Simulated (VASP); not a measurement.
An input for Ansatz (written as the equivalent of a VASP run, and not itself run):

Ansatz 0.2 input:
```yaml
crystal:
  lattice:
    - [-1.7148650, 1.7148650, 4.5665190]
    - [1.7148650, -1.7148650, 4.5665190]
    - [1.7148650, 1.7148650, -4.5665190]
  atoms:
    - { symbol: Y, position: [0.0000000, 0.0000000, 0.0000000] }
    - { symbol: Co, position: [0.7500000, 0.2500000, 0.5000000] }
    - { symbol: Co, position: [0.2500000, 0.7500000, 0.5000000] }
    - { symbol: B, position: [0.6546600, 0.6546600, 0.0000000] }
    - { symbol: B, position: [0.3453400, 0.3453400, 0.0000000] }
kpoints:
  mp_grid: { grid: [11, 11, 11] }
hamiltonian:
  xc: lda
  pseudopotentials: { kind: paw }
scf:
  occupations: { method: fermi_dirac, width: 0.1 }
  max_iter: 100
output: { forces: true, stress: true, eigenvalues: true }
```

Question: Write the VASP files for the same calculation (LDA).

Answer: Several could match; the one computed here: 
INCAR:
```
! general
SYSTEM  = Y(CoB)2
PREC    = Accurate
ENCUT   = 400   ! plane-wave cut-off (eV)
LREAL   = F
LASPH   = T   ! aspherical one-centre terms

! electronic loop
EDIFF   = 1E-6
NELM    = 100   ! most electronic steps
ALGO    = Normal   ! blocked Davidson
LMAXMIX = 4

! smearing
ISMEAR  = -1   ! Fermi-Dirac
SIGMA   = 0.1

! ions
ISIF    = 2   ! forces and stress, cell fixed

! output
LWAVE   = F
LCHARG  = F
```

POSCAR:
```
Y(CoB)2
9.1330380
 -0.1877650131   0.1877650131   0.5000000000
  0.1877650131  -0.1877650131   0.5000000000
  0.1877650131   0.1877650131  -0.5000000000
Y Co B
1 2 2
Cart
  0.0000000000   0.0000000000   0.0000000000
 -0.0000000000   0.1877650131   0.2500000000
  0.1877650131   0.0000000000   0.2500000000
 -0.0000000000   0.0000000000   0.6546600000
 -0.0000000000   0.0000000000   0.3453400000
```

**KPOINTS**
```
K-points
0
gamma
  11 11 11
0 0 0
```

POTCAR, in this order: Y_sv Co B (LDA.64 set). Program: vasp_std.

Limits of the translation: each code has its own PAW files, so the cut-off isn't converted (ENCUT is set for VASP's; basis.ecutwfc is left out, and Ansatz then takes the one that its files recommend); Ansatz stops its SCF on the density residual and VASP on the energy change (EDIFF); Ansatz's lda is the Perdew-Wang form, while the LDA potentials of VASP carry Perdew-Zunger's.

The structure comes from a computed database's Co2YB2 entry; how it stands against other phases isn't given here. The cell was not relaxed at this level, and its volume differs by -5.9 % from the start's.
